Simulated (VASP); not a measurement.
Method: vdW-DF2, VASP's PBE PAW potentials (set 64) (plane waves; VASP).

The input files of a VASP run:

### INCAR
```
LREAL = .False.
PREC = Accurate
LCHARG = .False.
LASPH = .True.   # aspherical one-centre terms
SIGMA = 0.05
LWAVE = .False.
LUSE_VDW = .True.
ALGO = Normal   # blocked Davidson
ENCUT = 520   # plane-wave cut-off (eV)
AGGAC = 0.0
GGA = ML
SYSTEM = NaCl
ZAB_VDW = -1.8867
ISMEAR = 0
NELM = 100
ISIF = 2
EDIFF = 1E-7   # SCF stop (eV)
```

**POSCAR**
```
NaCl
4.0047260
  0.0000000000   0.7071067918   0.7071067918
  0.7071067918   0.0000000000   0.7071067918
  0.7071067918   0.7071067918   0.0000000000
Na Cl
1 1
Direct
  0.0000000000   0.0000000000   0.0000000000
  0.5000000000   0.5000000000   0.5000000000
```

**KPOINTS**
```
Automatic mesh
0
gamma
  8 8 8
0 0 0
```

POTCAR, in this order: Na_pv Cl (PBE.64 set). Program: vasp_std.

Task: What will the output report for the number of irreducible k-points (NKPTS), largest plane-wave count, number of space-group operations, FFT grid (NGX, NGY, NGZ)?

Result: 
number of irreducible k-points (NKPTS): 29
largest plane-wave count: 1243
number of space-group operations: 48
FFT grid (NGX, NGY, NGZ): 30 × 30 × 30

The compound is NaCl in the rock salt structure. It was relaxed first.
